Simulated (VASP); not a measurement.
Runs of VASP 6.6.1 on InSb. The structure is cubic, space group F-43m (No. 216). The conventional cell has a = 6.633 Å, b = 6.633 Å, c = 6.633 Å, α = 90.00°, β = 90.00°, γ = 90.00°. Around In (site symmetry -43m) lie 4 Sb at 2.87 Å. Around Sb (site symmetry -43m) lie 4 In at 2.87 Å. The cell is a database's computed one.

```tsv
task	level	potentials or basis	cell	cutoff (eV)	gap on the mesh (eV)	pressure (GPa)	relaxed volume (Å³/atom)
relaxation of cell and atoms	LDA	VASP PAW LDA potentials, release 64 (In_d, Sb)	relaxed	600	none	0.0	(a)
single point	PBEsol	VASP PAW PBE potentials, release 64 (In_d, Sb)	as given	520	none	(b)	-
relaxation of cell and atoms	PBE	VASP PAW PBE potentials, release 64 (In_d, Sb)	relaxed	600	none	0.0	36.52
relaxation of cell and atoms	RPBE	VASP PAW PBE potentials, release 64 (In_d, Sb)	relaxed	600	none	0.0	37.86
relaxation of cell and atoms	PBEsol	VASP PAW PBE potentials, release 64 (In_d, Sb)	relaxed	600	none	0.0	34.66
```

Alike in all rows: no spin polarisation; k mesh 12 × 12 × 12; smearing gaussian 0.1 eV.

Estimate the missing entries.

(a) 33.62; (b) -2.0.

Caveats: this crystal is a semiconductor, whose small gap the functional closes, so the metal is an error of the method; the PAW data sets were made with another functional, which shifts forces and pressure a little (some runs).

A k mesh can miss the band edges, and the runs leave out spin-orbit coupling on In, Sb.

A gap of «none» marks a metal or a gap under the smearing width.

Not every run made on this cell is shown here.
